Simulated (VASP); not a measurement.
Input:

```yaml
crystal:
  lattice:
    - [-1.90147, 1.90147, 4.85247]
    - [1.90147, -1.90147, 4.85247]
    - [1.90147, 1.90147, -4.85247]
  atoms:
    - { symbol: Ti, position: [0.75000, 0.25000, 0.50000] }
    - { symbol: Ti, position: [0.00000, 0.00000, 0.00000] }
    - { symbol: O, position: [0.54347, 0.04347, 0.50000] }
    - { symbol: O, position: [0.79347, 0.79347, 0.00000] }
    - { symbol: O, position: [0.20653, 0.20653, 0.00000] }
    - { symbol: O, position: [0.95653, 0.45653, 0.50000] }
```

All values below come from PBE GGA, VASP's PBE PAW potentials (set 64) (plane waves; VASP 6.6.1). Settings: 520 eV cut-off, 9×9×9 Γ-centred mesh, tetrahedra with Blöchl corrections, potentials Ti_sv O.

Problem. Estimate the energy per atom (σ→0).

Solution. 
```yaml
energy per atom (σ→0): -8.978 eV/atom
```

Only differences to runs with the same potentials and settings are physical.

The compound is TiO2 in the anatase structure, one of several forms; rutile is the usual stable one. It was relaxed first.
